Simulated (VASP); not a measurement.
# Cu30W (a cell with a defect) in VASP: relaxation of the atoms with PBEsol

Aim: the relaxation of the atoms of Cu30W (a cell with a defect) with PBEsol.

Program: VASP 6.6.1. These are calculated values, not measurements. Logs are shortened: lines on timing, memory, paths and dates and some standing lists are left out, and cuts for length are marked.

**1. The crystal as given**

The cell holds a defect, 31 atoms: a = 7.270 Å, b = 7.270 Å, c = 7.270 Å, α = 90.00°, β = 90.00°, γ = 90.00°.

The cell was built by a generator and needn't be a form met in nature.

**2. Relaxation of the atoms, PBEsol**

File INCAR:

```
PREC = Accurate
ENCUT = 350
EDIFF = 1E-6
ISMEAR = -1
SIGMA = 0.05
LREAL = F
LASPH = T
NELM = 80
ALGO = Fast
ISIF = 2
LWAVE = F
LCHARG = F
GGA = PS
IBRION = 2
NSW = 60
EDIFFG = -0.01
```

File KPOINTS:

```
regular mesh
0
Gamma
  5 5 5
```

File POSCAR:

```
Cu30W
1.0
    7.2700000000      0.0000000000      0.0000000000
    0.0000000000      7.2700000000      0.0000000000
    0.0000000000      0.0000000000      7.2700000000
Cu W
30 1
Direct
    0.0000000000      0.0000000000      0.5000000000
    0.0000000000      0.5000000000      0.0000000000
    0.0000000000      0.5000000000      0.5000000000
    0.5000000000      0.0000000000      0.0000000000
    0.5000000000      0.0000000000      0.5000000000
    0.5000000000      0.5000000000      0.0000000000
    0.5000000000      0.5000000000      0.5000000000
    0.0000000000      0.2500000000      0.2500000000
    0.0000000000      0.2500000000      0.7500000000
    0.0000000000      0.7500000000      0.7500000000
    0.5000000000      0.2500000000      0.2500000000
    0.5000000000      0.2500000000      0.7500000000
    0.5000000000      0.7500000000      0.2500000000
    0.5000000000      0.7500000000      0.7500000000
    0.2500000000      0.0000000000      0.2500000000
    0.2500000000      0.0000000000      0.7500000000
    0.2500000000      0.5000000000      0.2500000000
    0.2500000000      0.5000000000      0.7500000000
    0.7500000000      0.0000000000      0.2500000000
    0.7500000000      0.0000000000      0.7500000000
    0.7500000000      0.5000000000      0.2500000000
    0.7500000000      0.5000000000      0.7500000000
    0.2500000000      0.2500000000      0.0000000000
    0.2500000000      0.2500000000      0.5000000000
    0.2500000000      0.7500000000      0.0000000000
    0.2500000000      0.7500000000      0.5000000000
    0.7500000000      0.2500000000      0.0000000000
    0.7500000000      0.2500000000      0.5000000000
    0.7500000000      0.7500000000      0.0000000000
    0.7500000000      0.7500000000      0.5000000000
    0.0000000000      0.7500000000      0.2500000000
```

Potentials or basis: VASP PAW PBE potentials, release 64 (Cu, W_sv).

On the command line:

```console
cat potpaw_PBE.64/Cu/POTCAR potpaw_PBE.64/W_sv/POTCAR > POTCAR
mpirun -np 1 vasp_std > vasp.out
```

OUTCAR:

```text
PREC = Accurate
   ENCUT = 350
   EDIFF = 1E-6
   ISMEAR = -1
   LREAL = F
   LASPH = T
   NELM = 80
   ISIF = 2
   GGA = PS
   IBRION = 2
   NSW = 60
   EDIFFG = -0.01

 ion  position               nearest neighbor table
   1  0.000  0.000  0.500-   8 2.57   9 2.57  10 2.57  15 2.57  16 2.57  19 2.57  20 2.57  24 2.57
                            26 2.57  28 2.57  30 2.57  31 2.57
   2  0.000  0.500  0.000-   8 2.57   9 2.57  10 2.57  17 2.57  18 2.57  21 2.57  22 2.57  23 2.57
                            25 2.57  27 2.57  29 2.57  31 2.57
   3  0.000  0.500  0.500-   8 2.57   9 2.57  10 2.57  17 2.57  18 2.57  21 2.57  22 2.57  24 2.57
                            26 2.57  28 2.57  30 2.57  31 2.57
   4  0.500  0.000  0.000-  11 2.57  12 2.57  13 2.57  14 2.57  15 2.57  16 2.57  19 2.57  20 2.57
                            23 2.57  25 2.57  27 2.57  29 2.57
   5  0.500  0.000  0.500-  11 2.57  12 2.57  13 2.57  14 2.57  15 2.57  16 2.57  19 2.57  20 2.57
                            24 2.57  26 2.57  28 2.57  30 2.57
   6  0.500  0.500  0.000-  11 2.57  12 2.57  13 2.57  14 2.57  17 2.57  18 2.57  21 2.57  22 2.57
                            23 2.57  25 2.57  27 2.57  29 2.57
   7  0.500  0.500  0.500-  11 2.57  12 2.57  13 2.57  14 2.57  17 2.57  18 2.57  21 2.57  22 2.57
                            24 2.57  26 2.57  28 2.57  30 2.57
   8  0.000  0.250  0.250-   1 2.57   2 2.57   3 2.57  15 2.57  17 2.57  19 2.57  21 2.57  23 2.57
                            24 2.57  27 2.57  28 2.57
   9  0.000  0.250  0.750-   1 2.57   2 2.57   3 2.57  16 2.57  18 2.57  20 2.57  22 2.57  23 2.57
[... 31 lines left out ...]
  25  0.250  0.750  0.000-   2 2.57   4 2.57   6 2.57  10 2.57  13 2.57  14 2.57  15 2.57  16 2.57
                            17 2.57  18 2.57  31 2.57
  26  0.250  0.750  0.500-   1 2.57   3 2.57   5 2.57   7 2.57  10 2.57  13 2.57  14 2.57  15 2.57
                            16 2.57  17 2.57  18 2.57  31 2.57
  27  0.750  0.250  0.000-   2 2.57   4 2.57   6 2.57   8 2.57   9 2.57  11 2.57  12 2.57  19 2.57
                            20 2.57  21 2.57  22 2.57
  28  0.750  0.250  0.500-   1 2.57   3 2.57   5 2.57   7 2.57   8 2.57   9 2.57  11 2.57  12 2.57
                            19 2.57  20 2.57  21 2.57  22 2.57
  29  0.750  0.750  0.000-   2 2.57   4 2.57   6 2.57  10 2.57  13 2.57  14 2.57  19 2.57  20 2.57
                            21 2.57  22 2.57  31 2.57
  30  0.750  0.750  0.500-   1 2.57   3 2.57   5 2.57   7 2.57  10 2.57  13 2.57  14 2.57  19 2.57
                            20 2.57  21 2.57  22 2.57  31 2.57
  31  0.000  0.750  0.250-   1 2.57   2 2.57   3 2.57  15 2.57  17 2.57  19 2.57  21 2.57  25 2.57
                            26 2.57  29 2.57  30 2.57

  LATTYP: Found a simple cubic cell.
 ALAT       =     7.2700000000

  Lattice vectors:

 A1 = (   7.2700000000,   0.0000000000,   0.0000000000)
 A2 = (   0.0000000000,   7.2700000000,   0.0000000000)
 A3 = (   0.0000000000,   0.0000000000,   7.2700000000)

Analysis of symmetry for initial positions (statically):
=====================================================================
 Subroutine PRICEL returns:
 Original cell was already a primitive cell.

[... 221 lines left out ...]
 number of electron     344.0000006 magnetization

 Free energy of the ion-electron system (eV)
  ---------------------------------------------------
  ext. energy  EPLUGINS =         0.00000000
  ---------------------------------------------------
  free energy    TOTEN  =      -139.36668774 eV

  energy without entropy =     -139.24155096  energy(sigma->0) =     -139.30411935

------------------------ aborting loop because EDIFF is reached ----------------------------------------

  FORCE on cell =-STRESS in cart. coord.  units (eV):
  Direction    XX          YY          ZZ          XY          YZ          ZX
  --------------------------------------------------------------------------------------
  -------------------------------------------------------------------------------------
  Total      -16.3983607    -17.4535717    -17.4535717      0.0000000      0.5733246      0.0000000
  in kB      -68.3766445    -72.7765835    -72.7765835      0.0000000      2.3906054      0.0000000
  external PRESSURE =     -71.3099372 kB  Pullay stress =       0.0000000 kB
[... 176 lines left out ...]
  FREE ENERGIE OF THE ION-ELECTRON SYSTEM (eV)
  ---------------------------------------------------
  free  energy   TOTEN  =      -139.4107145436 eV

  energy  without entropy=     -139.2861537167  energy(sigma->0) =     -139.34843413

[... ionic steps 4 to 8 ...]

--------------------------------------- Ionic step        9  -------------------------------------------

 number of electron     344.0000135 magnetization

------------------------ aborting loop because EDIFF is reached ----------------------------------------
[... 125 lines left out ...]
--------------------------------------- Ionic step       11  -------------------------------------------

 number of electron     344.0000126 magnetization

 Free energy of the ion-electron system (eV)
  ---------------------------------------------------
  ext. energy  EPLUGINS =         0.00000000
  ---------------------------------------------------
  free energy    TOTEN  =      -139.42178289 eV

  energy without entropy =     -139.29768164  energy(sigma->0) =     -139.35973226

 E-fermi :   7.0858     XC(G=0): -12.7060

 val. band max:        7.0772433695   @ k =   0.0000   0.4000   0.4000
 cond. band min:       7.0875788237   @ k =   0.0000   0.0000   0.0000
 fundamental gap:      0.0103354542
 Fermi energy:         7.0857761498

 k-point     1 :       0.0000    0.0000    0.0000
  band No.  band energies     occupation
      1     -67.0701      2.00000
      2     -31.2852      2.00000
      3     -31.2730      2.00000
      4     -31.2222      2.00000
      5      -2.0818      2.00000
      6       0.5702      2.00000
[... 4477 lines left out ...]
    183       9.2727      0.00000
    184       9.5267      0.00000

 [... further k-points ...]

 [bands above 184 left out]

------------------------ aborting loop because EDIFF is reached ----------------------------------------

  FORCE on cell =-STRESS in cart. coord.  units (eV):
  Direction    XX          YY          ZZ          XY          YZ          ZX
  --------------------------------------------------------------------------------------
  -------------------------------------------------------------------------------------
  Total      -16.9013350    -18.4883074    -18.4883074     -0.0000000      0.6443285      0.0000000
  in kB      -70.4739088    -77.0911461    -77.0911461     -0.0000000      2.6866721      0.0000000
  external PRESSURE =     -74.8854003 kB  Pullay stress =       0.0000000 kB
[... 41 lines left out ...]
      5.45665      5.45351      3.65493        -0.000554      0.000654      0.000762
      7.27000      5.50287      1.76713         0.000000      0.004533     -0.004533
 -----------------------------------------------------------------------------------
    total drift:                                0.000000     -0.003447      0.003425

  FREE ENERGIE OF THE ION-ELECTRON SYSTEM (eV)
  ---------------------------------------------------
  free  energy   TOTEN  =      -
```

OSZICAR:

```text
N       E                     dE             d eps       ncg     rms          rms(c)
DAV:   1     0.341128499123E+04    0.34113E+04   -0.10585E+05 11556   0.219E+03
DAV:   2     0.467239357750E+03   -0.29440E+04   -0.28563E+04 11124   0.544E+02
DAV:   3    -0.122308259289E+03   -0.58955E+03   -0.54628E+03 11236   0.265E+02
DAV:   4    -0.171841209709E+03   -0.49533E+02   -0.46044E+02 13630   0.101E+02
[... 126 lines left out ...]
RMM:   4    -0.139421797033E+03    0.16027E-05   -0.14165E-04 15071   0.398E-02    0.239E-02
RMM:   5    -0.139421793680E+03    0.33533E-05   -0.11856E-05  9403   0.965E-03    0.214E-02
RMM:   6    -0.139421784977E+03    0.87035E-05   -0.96993E-06 11216   0.142E-02    0.132E-02
RMM:   7    -0.139421783782E+03    0.11943E-05   -0.28449E-05 15276   0.185E-02    0.746E-03
RMM:   8    -0.139421782888E+03    0.89404E-06   -0.19187E-06  6710   0.650E-03
  11 F= -.13942178E+03 E0= -.13935973E+03  d E =-.183786E-03
```

Wall time 2.1 h (1 thread of Intel Xeon 6975P-C (Granite Rapids), shared host); peak memory 0.88 GiB.

What came out:

```
Free energy                  : -139.4218 eV
Energy gained by relaxing    : 1.8 meV/atom
Ionic steps                  : 11
Pressure after relaxing      : -7.5 GPa
Largest force after relaxing : 0.008 eV/Å
Band gap on the k mesh       : none (metal or under the smearing width)
```

Forces on the atoms (eV/Å):
```
Cu   0.000 -0.003  0.006
Cu   0.000 -0.006  0.003
Cu   0.000  0.005 -0.005
Cu   0.000  0.002 -0.002
Cu   0.000  0.004  0.004
Cu   0.000 -0.004 -0.004
Cu   0.000 -0.003  0.003
Cu   0.000 -0.004  0.002
Cu   0.000  0.001 -0.001
Cu   0.000 -0.002  0.004
Cu   0.000  0.000 -0.003
Cu   0.000  0.004 -0.004
Cu   0.000 -0.001  0.001
Cu   0.000  0.003  0.000
Cu   0.000  0.000  0.000
Cu   0.004  0.003  0.002
Cu   0.001 -0.001 -0.001
Cu   0.002 -0.003  0.000
Cu   0.000  0.000  0.000
Cu  -0.004  0.003  0.002
Cu  -0.001 -0.001 -0.001
Cu  -0.002 -0.003  0.000
Cu   0.004 -0.002 -0.003
Cu   0.002  0.000  0.003
Cu   0.000  0.000  0.000
Cu   0.001  0.001  0.001
Cu  -0.004 -0.002 -0.003
Cu  -0.002  0.000  0.003
Cu   0.000  0.000  0.000
Cu  -0.001  0.001  0.001
W    0.000  0.005 -0.005
```

Step by step:
```tsv
step	energy change (eV)	largest force (eV/Å)	pressure (GPa)
1	0.0000	0.5366	-7.13
2	-0.0335	0.2072	-7.25
3	-0.0440	0.1387	-7.40
4	-0.0496	0.0718	-7.46
5	-0.0512	0.1270	-7.48
6	-0.0518	0.0909	-7.46
7	-0.0532	0.0479	-7.49
8	-0.0538	0.0322	-7.51
9	-0.0545	0.0209	-7.50
10	-0.0549	0.0157	-7.50
11	-0.0551	0.0078	-7.49
```

Final structure:
```
Cu W
1.0
     7.27000    0.00000    0.00000
     0.00000    7.27000    0.00000
     0.00000    0.00000    7.27000
Cu W
30 1
Direct
  0.00000 0.00328 0.50048
  0.00000 0.49952 0.99672
  0.00000 0.50087 0.49913
  0.50000 0.00128 0.99872
  0.50000 0.99974 0.50195
  0.50000 0.49805 0.00026
  0.50000 0.49924 0.50075
  0.00000 0.24478 0.24607
  0.00000 0.24783 0.75217
  0.00000 0.75393 0.75522
  0.50000 0.25063 0.25011
  0.50000 0.24901 0.75099
  0.50000 0.74955 0.25045
  0.50000 0.74989 0.74937
  0.25292 0.00247 0.24846
  0.24882 0.00060 0.75211
  0.24943 0.49726 0.24986
  0.25047 0.49865 0.75080
  0.74708 0.00247 0.24846
  0.75118 0.00060 0.75211
  0.75057 0.49726 0.24986
  0.74953 0.49865 0.75080
  0.24882 0.24789 0.99940
  0.25047 0.24920 0.50135
  0.25292 0.75154 0.99753
  0.24943 0.75014 0.50274
  0.75118 0.24789 0.99940
  0.74953 0.24920 0.50135
  0.74708 0.75154 0.99753
  0.75057 0.75014 0.50274
  0.00000 0.75693 0.24307
```

Caveat: the cutoff is under 1.25 times the usual one of these potentials, so pressure, stress and relaxed cells hold a basis-set (Pulay) error; the PAW data sets were made with another functional, which shifts forces and pressure a little.
